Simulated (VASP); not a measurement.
# VB4Os (P-6m2) in VASP: a series of runs, part 2 of 2

VASP 6.6.1.

### Step 3. Single point, PBE, collinear spin, ferromagnetic start

run.py

```python
from ase.calculators.vasp import Vasp
from ase.dft.bandgap import bandgap
from ase.io import read

atoms = read('VB4Os.xyz')
atoms.set_initial_magnetic_moments([1.0, 2.0, 0.0, 0.0, 0.0, 0.0])
calc = Vasp(
    directory='calc',
    xc='pbe',
    pp='PBE',
    setups='materialsproject',
    prec='Accurate',
    encut=520,
    ediff=1e-07,
    ismear=0,
    sigma=0.1,
    lreal=False,
    lasph=True,
    nelm=120,
    algo='Normal',
    isif=2,
    lwave=False,
    lcharg=False,
    ispin=2,
    lorbit=11,
    lmaxmix=4,
    kpts=[11, 11, 4],
    gamma=True,
    nbands=32,
)
atoms.calc = calc

print('energy (eV):', atoms.get_potential_energy())
print('free energy (eV):', atoms.get_potential_energy(force_consistent=True))
print('forces (eV/A):')
print(atoms.get_forces())
print('stress (eV/A^3, Voigt):', atoms.get_stress())
print('Fermi level (eV):', calc.get_fermi_level())
print('moment (muB):', atoms.get_magnetic_moment())
print('site moments (muB):', atoms.get_magnetic_moments())
gap, top, bottom = bandgap(calc)
print('band gap (eV):', gap, 'from (spin, k, band)', top, 'to', bottom)
```

VB4Os.xyz

```xyz
6
Lattice="2.8774873876 0.0000000000 0.0000000000 -1.4387436938 2.4919771768 0.0000000000 0.0000000000 0.0000000000 7.4537050000" Properties=species:S:1:pos:R:3 pbc="T T T"
Os    -0.0000000001      1.6613181179      3.7268525000
V      0.0000000000      0.0000000000      0.0000000000
B      0.0000000000      0.0000000000      2.1654205618
B     -0.0000000001      1.6613181179      1.5136760503
B     -0.0000000001      1.6613181179      5.9400289497
B      0.0000000000      0.0000000000      5.2882844382
```

Potentials or basis: VASP PAW PBE potentials, release 64 (Os_pv, V_sv, B).

The run is started by

```bash
python run.py
```

What it wrote:

```text
energy (eV): -48.84406003
free energy (eV): -48.84827069
forces (eV/A):
[[ 0.         -0.          0.        ]
 [-0.          0.          0.        ]
 [-0.         -0.          0.0611755 ]
 [-0.         -0.         -0.01245198]
 [-0.         -0.          0.01245198]
 [ 0.         -0.         -0.0611755 ]]
stress (eV/A^3, Voigt): [ 0.00017714  0.00017714  0.00135018 -0.         -0.         -0.        ]
Fermi level (eV): 8.30107217
moment (muB): -0.0002086
site moments (muB): [-0. -0.  0.  0.  0.  0.]
band gap (eV): 0.0 from (spin, k, band) (None, None, None) to (None, None, None)
```

OUTCAR:

```text
ENCUT = 520.000000
   EDIFF = 1.00e-07
   GGA = PE
   PREC = Accurate
   ISIF = 2
   ISMEAR = 0
   ISPIN = 2
   LORBIT = 11
   NELM = 120
   LASPH = .TRUE.
   LREAL = .FALSE.

 ion  position               nearest neighbor table
   1  0.333  0.667  0.500-   4 2.21   5 2.21   3 2.28   6 2.28   3 2.28   6 2.28   3 2.28   6 2.28

   2  0.000  0.000  0.000-   3 2.17   6 2.17   5 2.25   4 2.25   4 2.25   5 2.25   4 2.25   5 2.25

   3  0.000  0.000  0.291-   4 1.78   4 1.78   4 1.78   2 2.17   1 2.28   1 2.28   1 2.28
   4  0.333  0.667  0.203-   3 1.78   3 1.78   3 1.78   1 2.21   2 2.25   2 2.25   2 2.25
   5  0.333  0.667  0.797-   6 1.78   6 1.78   6 1.78   1 2.21   2 2.25   2 2.25   2 2.25
   6  0.000  0.000  0.709-   5 1.78   5 1.78   5 1.78   2 2.17   1 2.28   1 2.28   1 2.28

  LATTYP: Found a hexagonal cell.
 ALAT       =     2.8774873876
 C/A-ratio  =     2.5903519272

  Lattice vectors:

 A1 = (   2.8774873876,   0.0000000000,   0.0000000000)
 A2 = (  -1.4387436938,   2.4919771768,   0.0000000000)
 A3 = (   0.0000000000,   0.0000000000,   7.4537050000)
[... 1855 lines left out ...]
  -------------------------------------------------------------------------------------
  Total       -0.0094680     -0.0094680     -0.0721642     -0.0000000      0.0000000      0.0000000
  in kB       -0.2838160     -0.2838160     -2.1632300     -0.0000000      0.0000000      0.0000000
  external PRESSURE =      -0.9102874 kB  Pullay stress =       0.0000000 kB

 VOLUME and BASIS-vectors are now :
 -----------------------------------------------------------------------------
  energy-cutoff  :      520.00
  volume of cell :       53.45
      direct lattice vectors                 reciprocal lattice vectors
     2.877487388  0.000000000  0.000000000     0.347525416  0.200643892  0.000000000
    -1.438743694  2.491977177  0.000000000     0.000000000  0.401287784  0.000000000
     0.000000000  0.000000000  7.453705000     0.000000000  0.000000000  0.134161467

 POSITION                                       TOTAL-FORCE (eV/Angst)
 -----------------------------------------------------------------------------------
     -0.00000      1.66132      3.72685         0.000000     -0.000000      0.000000
      0.00000      0.00000      0.00000        -0.000000      0.000000      0.000000
      0.00000      0.00000      2.16542        -0.000000     -0.000000      0.061175
     -0.00000      1.66132      1.51368        -0.000000     -0.000000     -0.012452
     -0.00000      1.66132      5.94003        -0.000000     -0.000000      0.012452
      0.00000      0.00000      5.28828         0.000000     -0.000000     -0.061175
 -----------------------------------------------------------------------------------
    total drift:                                0.000000     -0.000000     -0.000000

  FREE ENERGIE OF THE ION-ELECTRON SYSTEM (eV)
  ---------------------------------------------------
  free  energy   TOTEN  =       -48.8482706928 eV

  energy  without entropy=      -48.8398493598  energy(sigma->0) =      -48.84406003

 total charge

# of ion       s       p       d       tot
------------------------------------------
    1        0.500   6.603   5.691  12.795
    2        2.273   6.300   3.148  11.721
    3        0.695   1.256   0.000   1.950
    4        0.704   1.264   0.000   1.967
    5        0.704   1.264   0.000   1.967
    6        0.695   1.256   0.000   1.950
--------------------------------------------------
tot          5.570  17.943   8.839  32.352

 magnetization (x)

# of ion       s       p       d       tot
------------------------------------------
    1        0.000   0.000  -0.000  -0.000
    2       -0.000  -0.000  -0.000  -0.000
    3       -0.000   0.000   0.000   0.000
    4        0.000   0.000   0.000   0.000
    5        0.000   0.000   0.000   0.000
    6       -0.000   0.000   0.000   0.000
--------------------------------------------------
tot          0.000   0.000  -0.000  -0.000
```

INCAR:

```text
ENCUT = 520.000000
SIGMA = 0.100000
EDIFF = 1.00e-07
ALGO = Normal
GGA = PE
PREC = Accurate
ISIF = 2
ISMEAR = 0
ISPIN = 2
LMAXMIX = 4
LORBIT = 11
NBANDS = 32
NELM = 120
LASPH = .TRUE.
LCHARG = .FALSE.
LWAVE = .FALSE.
LREAL = .FALSE.
MAGMOM = 1*1.0000 1*2.0000 4*0.0000
```

Wall time 93 s (1 thread of Intel Xeon 6975P-C (Granite Rapids), shared host); peak memory 0.28 GiB.

What came out:

```
Free energy                                           : -48.8483 eV
Pressure                                              : -0.1 GPa
Largest force                                         : 0.061 eV/Å
Band gap on the k mesh                                : none (metal or under the smearing width)
Net moment                                            : 0.00 μB per cell
Valence electrons inside the program's atomic spheres : Os 12.79; V 11.72; B 1.95, 1.97
```

Forces on the atoms (eV/Å):
```
Os   0.000  0.000  0.000
V    0.000  0.000  0.000
B    0.000  0.000  0.061
B    0.000  0.000 -0.012
B    0.000  0.000  0.012
B    0.000  0.000 -0.061
```

Stress tensor (GPa, compression positive):
```
-0.03  0.00  0.00
 0.00 -0.03  0.00
 0.00  0.00 -0.22
```

Levels at points of the mesh, in eV from the Fermi level:
Spin up:
```
           k point  band 17  band 18  band 19  band 20  band 21  band 22
(0.00, 0.00, 0.00)    -2.15    -0.20    -0.20     0.76     0.76     2.42
(0.00, 0.00, 0.50)    -1.86     0.09     0.09     0.18     0.18     3.34
```
Spin down:
| k point | band 17 | band 18 | band 19 | band 20 | band 21 | band 22 |
| --- | --- | --- | --- | --- | --- | --- |
| (0.00, 0.00, 0.00) | -2.15 | -0.20 | -0.20 | 0.76 | 0.76 | 2.42 |
| (0.00, 0.00, 0.50) | -1.86 | 0.09 | 0.09 | 0.18 | 0.18 | 3.34 |

The run has no spin-orbit coupling, so splittings on Os are missing.

### Step 4. For comparison

An earlier run on the cell as given: functional PBE; potentials or basis VASP PAW PBE potentials, release 64 (Os, V_sv, B); cutoff 520 eV; k mesh 11 × 11 × 4; occupations fermi-dirac, width 0.05 eV; collinear spin, ferromagnetic start; starting moments [1.0, 2.0, 0.0, 0.0, 0.0, 0.0] μB.

* Pressure: -0.2 GPa
* Largest force: 0.060 eV/Å
* Band gap on the k mesh: none (metal or under the smearing width)
* Net moment: 0.00 μB per cell
* Valence electrons inside the program's atomic spheres: Os 7.59; V 11.72; B 1.95, 1.97
